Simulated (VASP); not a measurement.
TiPt (space group Pmma): computed properties

Computed with PBEsol GGA, VASP's PBE PAW potentials (set 64) (plane waves; VASP).

```
Quantity                                                                                                Value
----------------------------------  -------------------------------------------------------------------------
space group                                                                                         Pmma (51)
cell                                a = 4.578 Å, b = 2.732 Å, c = 4.821 Å, α = 90.00°, β = 90.00°, γ = 90.00°
volume per atom                                                                                 15.07 Å³/atom
band gap (over mesh and band path)                                   none (metal, semimetal or under 0.01 eV)
density                                                                                           13.38 g/cm³
```

```yaml
crystal:
  lattice:
    - [4.57814, 0.00000, 0.00000]
    - [0.00000, 2.73174, 0.00000]
    - [0.00000, 0.00000, 4.82135]
  atoms:
    - { symbol: Ti, position: [0.25000, 0.50000, 0.69661] }
    - { symbol: Ti, position: [0.75000, 0.50000, 0.30339] }
    - { symbol: Pt, position: [0.25000, 0.00000, 0.18753] }
    - { symbol: Pt, position: [0.75000, 0.00000, 0.81247] }
```

Unless said otherwise, spin-orbit coupling is left out, though it shifts the bands of the heavy elements here.

The structure comes from a computed database's TiPt entry (Pmma); how it stands against other phases isn't given here. It was relaxed first. Symmetry was kept, so distortions that lower it aren't found.
